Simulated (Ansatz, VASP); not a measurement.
Two plane-wave programs on H4RuCl

```
CELL_PARAMETERS angstrom
2.74207 0.00000 0.00000
0.00000 2.74207 0.00000
0.00000 0.00000 8.92888
ATOMIC_POSITIONS crystal
H 0.50000 0.00000 0.62520
H 0.00000 0.50000 0.37480
H 0.50000 0.00000 0.37480
H 0.00000 0.50000 0.62520
Ru 0.50000 0.50000 0.50000
Cl 0.00000 0.00000 0.00000
```

Change from the starting cell: species swapped into the Na4SeS type (P4/mmm, No. 123).

Alike in both runs: functional PBE; k mesh 6 × 6 × 2; occupations gaussian, width 0.1 eV; collinear spin.

Ansatz relaxed the structure, and its values are those at the end. VASP's run is a single point on that final structure, the one shown.

```csv
,VASP,Ansatz
version,VASP 6.6.1,Ansatz 0.2.0
potentials or method,"VASP PAW PBE potentials, release 64 (H, Ru_pv, Cl)","scalar-relativistic, plane waves, PAW"
plane-wave cutoff (eV),520,420
valence electrons in the cell,25,27
```

Ansatz gave:

- gap on the k mesh at the Fermi level (eV): none
- pressure (GPa): 0.2
- rms of the force components (eV/Å): 0.002
- net moment per atom (μB): 0.07
- size of the moment on the site where the two differ most (μB): 0.27

**Question.** Estimate VASP's values.

**Answer.** gap on the k mesh at the Fermi level (eV): none; pressure (GPa): 0.0; rms of the force components (eV/Å): 0.003; net moment per atom (μB): 0.00; size of the moment on the site where the two differ most (μB): 0.00.

Site moments also hang on the region over which each program counts them. A gap of «none» marks a metal or a gap that the smearing closes. The two sets of potentials don't hold the same shells in valence.

Caveats: the k mesh is coarse (spacing up to 0.38 Å⁻¹), so the values aren't converged; this functional lacks dispersion, which binds the layers, so the pressure and a relaxed spacing across them are unreliable.
